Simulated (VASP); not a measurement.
Energy against volume of RuAl (CsCl type). All values below come from PBE GGA with D3 dispersion (Becke-Johnson damping), VASP's PBE PAW potentials (set 64) (plane waves; VASP). Numerical set-up: 520 eV cut-off, 12×12×12 Γ-centred mesh, first-order Methfessel-Paxton smearing of 0.10 eV, potentials Al Ru_pv.

```json
[
 {"V (Å³/atom)": "12.749", "E (eV/atom)": "-7.64115"},
 {"V (Å³/atom)": "13.143", "E (eV/atom)": "-7.64944"},
 {"V (Å³/atom)": "13.537", "E (eV/atom)": "-7.64150"},
 {"V (Å³/atom)": "13.931", "E (eV/atom)": "-7.61978"}
]
```

### Question
Fit these four points and predict the energy of the run at 12.354 Å³/atom.

### Answer
A cubic in V^(−2/3), the third-order Birch-Murnaghan form, passes through the four points with V0 = 13.14 Å³/atom and B0 = 220 GPa, and gives -7.6137 eV/atom there. The run gave -7.6138 eV/atom, -0.1 meV/atom from the fit; all five points give B0 = 220 GPa.

The compound is RuAl in the CsCl type structure. It was relaxed first.
